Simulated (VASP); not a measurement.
ZnO (wurtzite):

```xyz
4
Lattice="1.6250 -2.8146 0.0000 1.6250 2.8146 0.0000 0.0000 0.0000 5.2100" Properties=species:S:1:pos:R:3 pbc="T T T"
Zn     1.6250    -0.9382     2.6050
Zn     1.6250     0.9382     0.0000
O      1.6250    -0.9382     4.5952
O      1.6250     0.9382     1.9902
```

The lowest empty band near Γ, direction a*, from PBE with spin-orbit coupling in VASP (PAW); its two spin partners are averaged. The gap over the points computed is 0.77 eV, and the next band on that side lies 4.40 eV away at the edge.

Numerical set-up: 520 eV cut-off, 9×9×5 Γ-centred mesh, Gaussian smearing of 0.050 eV, potentials Zn O.

```csv
distance from the edge in k (1/Å),distance in energy (meV)
0.012,3.9
0.018,8.7
0.025,16.5
0.035,31.8
0.050,62.8
0.070,116.4
```

Task: Fit E(1 + αE) = ħ²k²/2m* (ħ²/2m0 = 3.810 eV Å²) and predict the row at 0.095 1/Å.

Result: Least squares on the energies gives the electron mass m* = 0.141 m0 and α = 1.15 per eV, and so 198.0 meV. The run gave 198.1 meV, +0.1 meV from the fit.

Left out are points under 3 meV from the edge, since the levels carry 0.1 meV, and points farther than half the way to the next band.

The compound is ZnO in the wurtzite structure. The cell was not relaxed at this level.
